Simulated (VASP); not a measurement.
Cost and result of VASP (PAW) for the lattice constant a of SrTe (rock salt). Static lattice. The cost counts the five points of the equation of state, each on the mesh and cut-off of its row, so the ratios hold those differences too. With PBE it took about 80 core-seconds. Costs are core time on shared hosts, one run each; read them as rough ratios.

Unless said otherwise, spin-orbit coupling is left out, though it shifts the bands of the heavy elements here.

| level | k-mesh | cut-off (eV) | lattice constant a (Å) | cost over PBE |
|---|---|---|---|---|
| PW91 | 7×7×7 | 520 | 6.719 | within a factor of 2 |
| revPBE | 7×7×7 | 520 | 6.798 | within a factor of 2 |
| PBE | 7×7×7 | 520 | 6.725 | reference |
| vdW-DF-cx | 7×7×7 | 520 | 6.632 | about 3 times |
| optB86b-vdW | 7×7×7 | 520 | 6.654 | about 3 times |
| vdW-DF2 | 7×7×7 | 520 | 6.846 | about 3 times |
| r2SCAN | 7×7×7 | 520 | 6.713 | about 8 times |
| HSEsol | 6×6×6 | 520 | (withheld) | (withheld) |

Question: What belongs in the gaps?

Answer: 
- HSEsol, lattice constant a (Å): 6.621
- HSEsol, cost over PBE: about 60 times

Left out are levels that failed, ran on another kind of processor or have no fit band path; at most nine are shown.

The compound is SrTe in the rock salt structure.
